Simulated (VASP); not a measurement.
Something may be wrong with this VASP 6.6.1 calculation of Cs.

The input INCAR:

```
SYSTEM = Cs
ALGO     = Normal         ! electronic algorithm
DIPOL    = 0.5 0.5 0.500
EDIFF    = 1E-6           ! SCF threshold, eV
EFIELD   = -0.3         
ENCUT    = 520            ! plane-wave cutoff, eV
GGA      = PE             ! functional
IDIPOL   = 3            
ISIF     = 2              ! what is computed and relaxed
ISMEAR   = -1             ! smearing method
LASPH    = .TRUE.         ! aspherical terms in the spheres
LCHARG   = .FALSE.        ! write CHGCAR
LDIPOL   = .TRUE.       
LREAL    = .FALSE.        ! projectors in reciprocal space
LVACPOTAV= .TRUE.       
LVHAR    = .TRUE.       
LWAVE    = .FALSE.        ! write WAVECAR
NELM     = 92             ! most SCF steps
PREC     = Accurate       ! precision mode
SIGMA    = 0.05           ! smearing width, eV
```

KPOINTS

```
k-points
0
G
  1 1 1
  0 0 0
```

File POSCAR:

```
Cs
1.0
    5.2351235659      0.0000000000      0.0000000000
   -1.7450411886      4.9357218317      0.0000000000
    0.0000000000      0.0000000000     23.5489209845
Cs
3
Direct
    0.5000000000      0.5000000000      0.3184859300
    0.0000000000      0.0000000000      0.5000000000
    0.5000000000      0.5000000000      0.6815140700
```

Potentials or basis: VASP PAW PBE potentials, release 64 (Cs_sv).

Launch:

```bash
$ cat potpaw_PBE.64/Cs_sv/POTCAR > POTCAR
$ mpirun -np 1 vasp_std > vasp.out
```

OUTCAR:

```text
SYSTEM = Cs
   EDIFF = 1E-6
   ENCUT = 520
   GGA = PE
   ISIF = 2
   ISMEAR = -1
   LASPH = .TRUE.
   LREAL = .FALSE.
   NELM = 92
   PREC = Accurate

 ion  position               nearest neighbor table
   1  0.500  0.500  0.318-
   2  0.000  0.000  0.500-
   3  0.500  0.500  0.682-

  LATTYP: Found a base centered orthorhombic cell.
 ALAT       =     6.0450000000
 B/A-ratio  =     1.4142135624
 C/A-ratio  =     3.8956031405
[... 175 lines left out ...]

  FORCE on cell =-STRESS in cart. coord.  units (eV):
  Direction    XX          YY          ZZ          XY          YZ          ZX
  --------------------------------------------------------------------------------------
  -------------------------------------------------------------------------------------
  Total        0.6668535      0.3326616     -0.6130843     -0.4726186      0.0000000      0.0000000
  in kB        1.7558701      0.8759205     -1.6142921     -1.2444367      0.0000000      0.0000000
  external PRESSURE =       0.3391661 kB  Pullay stress =       0.0000000 kB

 VOLUME and BASIS-vectors are now :
 -----------------------------------------------------------------------------
  energy-cutoff  :      520.00
  volume of cell :      608.48
      direct lattice vectors                 reciprocal lattice vectors
     5.235123566  0.000000000  0.000000000     0.191017459  0.067534870  0.000000000
    -1.745041189  4.935721832  0.000000000     0.000000000  0.202604611  0.000000000
     0.000000000  0.000000000 23.548920985     0.000000000  0.000000000  0.042464791

 POSITION                                       TOTAL-FORCE (eV/Angst)
 -----------------------------------------------------------------------------------
      1.74504      2.46786      7.50000         0.000000      0.000000      0.052062
      0.00000      0.00000     11.77446         0.000000      0.000000      0.006951
      1.74504      2.46786     16.04892        -0.000000      0.000000     -0.059013
 -----------------------------------------------------------------------------------
    total drift:                               -0.000000     -0.000000      0.000032

  FREE ENERGIE OF THE ION-ELECTRON SYSTEM (eV)
  ---------------------------------------------------
  free  energy   TOTEN  =        -4.4623616675 eV

  energy  without entropy=       -4.3929440034  energy(sigma->0) =       -4.42765284
```

On the terminal:

```text
POSCAR found type information on POSCAR Cs
[... 39 lines left out ...]
 -----------------------------------------------------------------------------
```

Problem. What happened, and what is wrong with the input?

Solution. The calculation finished and met its thresholds. The input holds a flaw that was put in on purpose: one k point for a small cell (k = 1 × 1 × 1). The program doesn't stop on it, so the numbers can't be trusted though the run ends normally.
